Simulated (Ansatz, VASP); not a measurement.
# Al4P20SO55 (glassy 83P2O5-17Al2O3 (mol %)) in two plane-wave programs, part 2 of 3

Wanted: the spread between two codes on one cell, functional and k mesh. Of the first pair: The structure shown is the start of the Ansatz relaxation below; VASP solves that cell, so the two are compared at the walk's first step.

VASP 6.6.1 and Ansatz 0.2.0.

So far: Starting point; Ansatz: relaxation, PBE.

**3. VASP: single point, PBE, start cell, pair 1**

Level of this step: PBE, zero-moment start; plane waves and PAW (P, Al, O, S) (VASP).

The same cell, functional, mesh and smearing now go to VASP, with its own data sets.

Lines of VASP's logs that name or quote its potential files are left out, and so is its time.

INCAR reads:

```
SYSTEM = Al4P20SO55
PREC = Accurate
ENCUT = 520
EDIFF = 1E-06
NELM = 200
ISMEAR = -1
SIGMA = 0.025
LREAL = Auto
ALGO = Normal
GGA = PE
NBANDS = 280
ISPIN = 2
MAGMOM = 0 0 0 0 -0 0 -0 -0 0 -0 -0 -0 -0 0 0 0 0 0 -0 -0 0 -0 -0 -0 -0 0 -0 0 0 -0 -0 -0 -0 0 0 0 0 -0 0 -0 -0 0 -0 -0 0 0 0 -0 0 0 0 -0 -0 -0 -0 0 -0 0 -0 -0 0 -0 -0 0 -0 0 0 0 0 -0 -0 0 0 -0 0 -0 -0 0 -0 -0
LORBIT = 11
LWAVE = .FALSE.
LCHARG = .FALSE.
ISIF = 2
LASPH = .TRUE.
GGA_COMPAT = .FALSE.
NCORE = 2
```

POSCAR reads:

```
Al4P20SO55
1.0
   10.1378800000      0.0000000000      0.0000000000
    0.0000000000     10.1378800000      0.0000000000
    0.0000000000      0.0000000000     10.1378800000
P Al O S
20 4 55 1
Direct
    0.8942402159      0.7927298410      0.9362016516
    0.9455231271      0.3954574329      0.4048874124
    0.8237521060      0.6155823506      0.7114505202
    0.2030996619      0.4484073593      0.0813582327
    0.0394066610      0.6969307192      0.1735471321
    0.5398959151      0.2455937533      0.0085520839
    0.8770374082      0.9872182350      0.3701365572
    0.3287768251      0.6617063923      0.6226844271
    0.3850706459      0.8980970380      0.8049513310
    0.5417108902      0.2919446669      0.4160041350
    0.2588312349      0.3952700170      0.7723310988
    0.7773222804      0.2125789613      0.2197895418
    0.8167979893      0.0621628980      0.6508855895
    0.9614140234      0.3327026952      0.7070413144
    0.9366455314      0.3416592029      0.0204086061
    0.4641897517      0.8677455247      0.3027062857
    0.1317632483      0.9965594385      0.9119263594
    0.2806306644      0.2760241786      0.3256795306
    0.5203060206      0.5976200152      0.3848930940
    0.4902997471      0.5333758143      0.0839425994
    0.5951046964      0.8154959420      0.0234763087
    0.1731624363      0.9871985070      0.2242579316
    0.5164393345      0.1634562650      0.7137685591
    0.8303511188      0.6709094998      0.4169116225
    0.1181903909      0.0950691861      0.8080091696
    0.2048949090      0.7064001547      0.5645854952
    0.2713387809      0.3365693814      0.4568903952
    0.1223924529      0.3696532214      0.7001365177
    0.5634708637      0.6456182160      0.0185541750
    0.8794836790      0.6770942248      0.5871937723
    0.5952329284      0.2144333924      0.8710203711
    0.7555623069      0.8459362312      0.9522898279
    0.2422202670      0.8850864283      0.8690278441
    0.2060095405      0.1559596286      0.2833038071
    0.2236660919      0.4150275995      0.9236546497
    0.4404273872      0.2422498589      0.3093842105
    0.8515981645      0.0804902011      0.4929926178
    0.5185896854      0.9174797887      0.4278212013
    0.6773210967      0.2561186362      0.3554589322
    0.8187905164      0.8532750437      0.3904267953
    0.4865021089      0.8914881612      0.9142345342
    0.6696567724      0.0747493559      0.6710574597
    0.8751533851      0.1998938634      0.7134726393
    0.5219335798      0.2322477678      0.5498289583
    0.6540026120      0.6609961846      0.3949642332
    0.3071746756      0.5368282126      0.7262958331
    0.4509325421      0.6263735613      0.5383472679
    0.4151558314      0.1817046562      0.0448121303
    0.9623806950      0.3203727012      0.5430030736
    0.1322169921      0.8107612242      0.1718702530
    0.5318370310      0.5112015530      0.2287559135
    0.3338765107      0.9267914002      0.2560298603
    0.1556143888      0.0371379421      0.0533050302
    0.3393608920      0.5570789948      0.0635044013
    0.7881825392      0.0587400916      0.2550138688
    0.6836636457      0.6202282923      0.7461421915
    0.9204389872      0.7197757322      0.0708333498
    0.5633130398      0.8680809005      0.1829080636
    0.6492481663      0.2239225558      0.1248979076
    0.8287827435      0.4884650440      0.4185589098
    0.5332673103      0.4446787691      0.4435049537
    0.9170556369      0.6854490288      0.8284769597
    0.4037037329      0.0219276614      0.7238495622
    0.3617028412      0.2926943306      0.7526820203
    0.8502665252      0.4556179398      0.0471203052
    0.9683977321      0.6686999649      0.2988987836
    0.4235402273      0.7031253082      0.3144247121
    0.8769289043      0.2077357396      0.0808157129
    0.0189783268      0.9923376485      0.3253441548
    0.9776304316      0.3165553350      0.8741472576
    0.8778955758      0.4646040395      0.7203872999
    0.8964990708      0.2803248805      0.2995103513
    0.5333560863      0.4067418435      0.0052969654
    0.0024955908      0.8978109822      0.9247100972
    0.3982390796      0.7648936464      0.7249543297
    0.0799180894      0.3435333620      0.0897031727
    0.0707544378      0.4421733143      0.3502408788
    0.8835871011      0.9441027118      0.7011130532
    0.2805517524      0.3831767588      0.1995979436
    0.1125580496      0.5759981377      0.1044695735
```

KPOINTS reads:

```
Automatic mesh
0
Gamma
1 1 1
0 0 0
```

PAW data sets: P, Al, O and S (PBE family, release 64).

Started as:

```console
$ mpirun -np 8 vasp_gam
```

Numbers of over 12 decimals in the logs are rounded to 6 here.

Log:

```text
[banner, memory and clock lines left out]
running    8 mpi-ranks, on    1 nodes
[...]
LDA part: xc-table for (Slater+PW92), standard interpolation
 POSCAR, INCAR and KPOINTS ok, starting setup
[...]
entering main loop
       N       E                     dE             d eps       ncg     rms          rms(c)
DAV:   1     0.431196253012E+04    0.43120E+04   -0.27395E+05  1136   0.159E+03
DAV:   2    -0.281818441824E+03   -0.45938E+04   -0.44553E+04  1376   0.389E+02
DAV:   3    -0.626667504953E+03   -0.34485E+03   -0.34216E+03  1328   0.114E+02
DAV:   4    -0.634271039426E+03   -0.76035E+01   -0.75634E+01  1376   0.179E+01
[...]
DAV:  17    -0.552897158216E+03    0.26368E-04   -0.47753E-05  1336   0.305E-02    0.132E-02
DAV:  18    -0.552897157305E+03    0.91167E-06   -0.27156E-05  1376   0.136E-02    0.701E-03
DAV:  19    -0.552897156822E+03    0.48286E-06   -0.30413E-06  1104   0.536E-03
   1 F= -.55289716E+03 E0= -.55289716E+03  d E =-.179994E-10  mag=    -0.0000
```

Parts of OUTCAR (step 3):

```text
  FREE ENERGIE OF THE ION-ELECTRON SYSTEM (eV)
  ---------------------------------------------------
  free  energy   TOTEN  =      -552.8971568220 eV

  energy  without entropy=     -552.8971568219  energy(sigma->0) =     -552.89715682

 magnetization (x)
# of ion       s       p       d       tot
------------------------------------------
    1       -0.000  -0.000   0.000  -0.000
    2        0.000   0.000   0.000   0.000
    3        0.000   0.000   0.000   0.000
    4        0.000   0.000   0.000   0.000
    5       -0.000  -0.000   0.000  -0.000
    6        0.000   0.000   0.000   0.000
    7        0.000   0.000   0.000   0.000
    8        0.000   0.000   0.000   0.000
    9        0.000   0.000   0.000   0.000
   10       -0.000  -0.000   0.000  -0.000
   11        0.000   0.000   0.000   0.000
   12       -0.000  -0.000   0.000  -0.000
   13        0.000   0.000   0.000   0.000
[...]
--------------------------------------------------
tot          0.000   0.000   0.000   0.000

[... 1 further part left out ...]
```

The run ends at a pressure of 2.91 GPa, with forces up to 22 eV/Å.

**4. Side by side**

Known differences besides the potentials themselves: the cutoff is 420 eV in Ansatz and 520 eV in VASP (PREC = Accurate, projectors in real space). Total energies have different zeros and are not compared.

Forces on 7 of the 80 atoms, those with the largest forces and the largest differences (eV/Å; atoms numbered as in POSCAR):

| atom | Ansatz x, y, z | VASP x, y, z |
| --- | --- | --- |
| P4 | 12.807, -18.282, -3.124 | 12.422, -17.706, -3.054 |
| P5 | -10.392, 17.399, 10.382 | -10.092, 16.845, 10.110 |
| O50 | 0.108, 1.707, 0.453 | 0.036, 1.668, 0.466 |
| O54 | 1.535, 0.037, -0.254 | 1.552, -0.032, -0.236 |
| O57 | -1.075, 0.849, -0.444 | -0.985, 0.892, -0.473 |
| O76 | -0.537, -1.556, -0.162 | -0.595, -1.528, -0.219 |
| S80 | -2.784, 0.593, -7.366 | -2.720, 0.588, -7.146 |

The forces differ by 79 meV/Å r.m.s., which is 3.8 % of the r.m.s. force of 2.080 eV/Å (both taken over all components). Moments aren't recorded for both runs of this pair, so they may hold unlike magnetic states.

**5. Ansatz: relaxation, PBE**

This run makes the geometry at which the two programs are then compared.

The structure compared here is the end of the Ansatz relaxation.

input.yaml reads:

```yaml
crystal:
  lattice:
    - [10.13788, 0.0, 0.0]
    - [0.0, 10.13788, 0.0]
    - [0.0, 0.0, 10.13788]
  atoms:
    - { symbol: P, position: [0.89424, 0.79273, 0.9362] }
    - { symbol: P, position: [0.94552, 0.39546, 0.40489] }
    - { symbol: P, position: [0.82375, 0.61558, 0.71145] }
    - { symbol: P, position: [0.2031, 0.44841, 0.08136], spin: 0.6 }
    - { symbol: P, position: [0.03941, 0.69693, 0.17355], spin: 0.6 }
    - { symbol: P, position: [0.5399, 0.24559, 0.00855] }
    - { symbol: P, position: [0.87704, 0.98722, 0.37014] }
    - { symbol: P, position: [0.32878, 0.66171, 0.62268] }
    - { symbol: P, position: [0.38507, 0.8981, 0.80495] }
    - { symbol: P, position: [0.54171, 0.29194, 0.416] }
    - { symbol: P, position: [0.25883, 0.39527, 0.77233] }
    - { symbol: P, position: [0.77732, 0.21258, 0.21979] }
    - { symbol: P, position: [0.8168, 0.06216, 0.65089] }
    - { symbol: P, position: [0.96141, 0.3327, 0.70704] }
    - { symbol: P, position: [0.93665, 0.34166, 0.02041] }
    - { symbol: P, position: [0.46419, 0.86775, 0.30271] }
    - { symbol: P, position: [0.13176, 0.99656, 0.91193] }
    - { symbol: P, position: [0.28063, 0.27602, 0.32568] }
    - { symbol: P, position: [0.52031, 0.59762, 0.38489] }
    - { symbol: P, position: [0.4903, 0.53338, 0.08394] }
    - { symbol: Al, position: [0.5951, 0.8155, 0.02348] }
    - { symbol: Al, position: [0.17316, 0.9872, 0.22426] }
    - { symbol: Al, position: [0.51644, 0.16346, 0.71377] }
    - { symbol: Al, position: [0.83035, 0.67091, 0.41691] }
    - { symbol: O, position: [0.11819, 0.09507, 0.80801] }
    - { symbol: O, position: [0.20489, 0.7064, 0.56459] }
    - { symbol: O, position: [0.27134, 0.33657, 0.45689] }
    - { symbol: O, position: [0.12239, 0.36965, 0.70014] }
    - { symbol: O, position: [0.56347, 0.64562, 0.01855] }
    - { symbol: O, position: [0.87948, 0.67709, 0.58719] }
    - { symbol: O, position: [0.59523, 0.21443, 0.87102] }
    - { symbol: O, position: [0.75556, 0.84594, 0.95229] }
    - { symbol: O, position: [0.24222, 0.88509, 0.86903] }
    - { symbol: O, position: [0.20601, 0.15596, 0.2833] }
    - { symbol: O, position: [0.22367, 0.41503, 0.92365] }
    - { symbol: O, position: [0.44043, 0.24225, 0.30938] }
    - { symbol: O, position: [0.8516, 0.08049, 0.49299] }
    - { symbol: O, position: [0.51859, 0.91748, 0.42782] }
    - { symbol: O, position: [0.67732, 0.25612, 0.35546] }
    - { symbol: O, position: [0.81879, 0.85328, 0.39043] }
    - { symbol: O, position: [0.4865, 0.89149, 0.91423] }
    - { symbol: S, position: [0.11256, 0.576, 0.10447], spin: 0.6 }
    - { symbol: O, position: [0.66966, 0.07475, 0.67106] }
    - { symbol: O, position: [0.87515, 0.19989, 0.71347] }
    - { symbol: O, position: [0.52193, 0.23225, 0.54983] }
    - { symbol: O, position: [0.654, 0.661, 0.39496] }
    - { symbol: O, position: [0.30717, 0.53683, 0.7263] }
    - { symbol: O, position: [0.45093, 0.62637, 0.53835] }
    - { symbol: O, position: [0.41516, 0.1817, 0.04481] }
    - { symbol: O, position: [0.96238, 0.32037, 0.543] }
    - { symbol: O, position: [0.13222, 0.81076, 0.17187] }
    - { symbol: O, position: [0.53184, 0.5112, 0.22876] }
    - { symbol: O, position: [0.33388, 0.92679, 0.25603] }
    - { symbol: O, position: [0.15561, 0.03714, 0.05331] }
    - { symbol: O, position: [0.33936, 0.55708, 0.0635] }
    - { symbol: O, position: [0.78818, 0.05874, 0.25501] }
    - { symbol: O, position: [0.68366, 0.62023, 0.74614] }
    - { symbol: O, position: [0.92044, 0.71978, 0.07083] }
    - { symbol: O, position: [0.56331, 0.86808, 0.18291] }
    - { symbol: O, position: [0.64925, 0.22392, 0.1249] }
    - { symbol: O, position: [0.82878, 0.48847, 0.41856] }
    - { symbol: O, position: [0.53327, 0.44468, 0.4435] }
    - { symbol: O, position: [0.91706, 0.68545, 0.82848] }
    - { symbol: O, position: [0.4037, 0.02193, 0.72385] }
    - { symbol: O, position: [0.3617, 0.29269, 0.75268] }
    - { symbol: O, position: [0.85027, 0.45562, 0.04712] }
    - { symbol: O, position: [0.9684, 0.6687, 0.2989] }
    - { symbol: O, position: [0.42354, 0.70313, 0.31442] }
    - { symbol: O, position: [0.87693, 0.20774, 0.08082] }
    - { symbol: O, position: [0.01898, 0.99234, 0.32534] }
    - { symbol: O, position: [0.97763, 0.31656, 0.87415] }
    - { symbol: O, position: [0.8779, 0.4646, 0.72039] }
    - { symbol: O, position: [0.8965, 0.28032, 0.29951] }
    - { symbol: O, position: [0.53336, 0.40674, 0.0053] }
    - { symbol: O, position: [0.0025, 0.89781, 0.92471] }
    - { symbol: O, position: [0.39824, 0.76489, 0.72495] }
    - { symbol: O, position: [0.07992, 0.34353, 0.0897] }
    - { symbol: O, position: [0.07075, 0.44217, 0.35024] }
    - { symbol: O, position: [0.88359, 0.9441, 0.70111] }
    - { symbol: O, position: [0.28055, 0.38318, 0.1996] }
magnetization:
  spin_polarized: true
kpoints:
  mp_grid: { grid: [1, 1, 1] }
hamiltonian:
  xc: pbe
scf:
  occupations: { method: fermi_dirac, width: 0.025 }
  lower_state_search: "off"
output:
  forces: true
  eigenvalues: true
relax:
  f_tol: 0.05
  max_steps: 90
```

Started as:

```console
$ ansatz run input.yaml --threads 4 --pin off --max-ram 8192MiB --backend cpu --events-out ev --progress --plain --runs-dir out
```

Log:

```text
[...]
Crystal: 80 atoms, lattice volume = 1041.937 Å³
Basis set: ecut = 420 eV, 20341 PW (Γ), exchange–correlation on 144×144×144 points (8 copies of the dense FFT grid, shifted against one another)
Bands: 305, of which v1, the nominal top of the filled ones, is band 224 counted from 1 (223 counted from 0)
Symmetry: 1 space group operations
[...]
k-points: 1
[...]
Starting moments: Σ|m| = 1.8 μB on 3 of 80 sites
[...]
- { symbol: O, position: [0.132103, 0.353322, 0.698871] }
    - { symbol: O, position: [0.587475, 0.646954, 0.019331] }
    - { symbol: O, position: [0.865112, 0.688309, 0.590705] }
    - { symbol: O, position: [0.600274, 0.201419, 0.872667] }
    - { symbol: O, position: [0.734770, 0.867018, 0.934112] }
[...]
- { symbol: S, position: [0.169994, 0.641658, 0.084684] }
[...]
- { symbol: O, position: [0.086805, 0.358646, 0.094784] }
    - { symbol: O, position: [0.071221, 0.458108, 0.366454] }
    - { symbol: O, position: [0.892397, 0.952962, 0.703080] }
    - { symbol: O, position: [0.288864, 0.387499, 0.205420] }
```

(Part 2 of 3 ends here.)

[Lines on the potential files, build, host, timing and source positions are cut from VASP's logs without a mark.]

[Logs are printed without paths, hosts, clocks, repeated set-up lines and the standing remarks that a program may print on its own settings, such as how far it seeks lower states.]

[Hosts, paths, dates, database ids (printed as entryN), source tags and the programs' standing remarks are cut or masked in the printed files.]
